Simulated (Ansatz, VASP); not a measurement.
**Two plane-wave programs on TlZnO2**

```
Zn Tl O
1.0
     4.06277    0.00000    0.00000
     0.00000    4.06277    0.00000
     0.00000    0.00000    3.46270
Zn Tl O
1 1 2
Direct
  0.00000 0.00000 0.00000
  0.50000 0.50000 0.50000
  0.50000 0.00000 0.00000
  0.00000 0.50000 0.00000
```

Alike in both runs: task relaxation of cell and atoms; functional PBE; k mesh 12 × 12 × 14; occupations gaussian, width 0.1 eV; no spin polarisation.

```csv
,VASP,Ansatz
version,VASP 6.6.1,Ansatz 0.2.0
potentials or method,"VASP PAW PBE potentials, release 64 (Zn, Tl_d, O)","scalar-relativistic, plane waves, PAW"
plane-wave cutoff (eV),600,420
valence electrons in the cell,37,37
```

VASP gave:

* gap on the k mesh at the Fermi level, each at its own relaxed structure (eV): none
* relaxed volume (Å³/atom): 14.34
* relaxed cell length with the largest relative difference (Å): 4.069

Task: Which values does Ansatz return?

Result: gap on the k mesh at the Fermi level, each at its own relaxed structure (eV): none; relaxed volume (Å³/atom): 14.31; relaxed cell length with the largest relative difference (Å): 4.063.

A gap of «none» marks a metal or a gap that the smearing closes.

Caveats: an odd number of electrons without spin polarisation forces a metal; a magnetic or distorted state may lie lower. Spin-orbit coupling is left out, which matters for the levels of Tl.
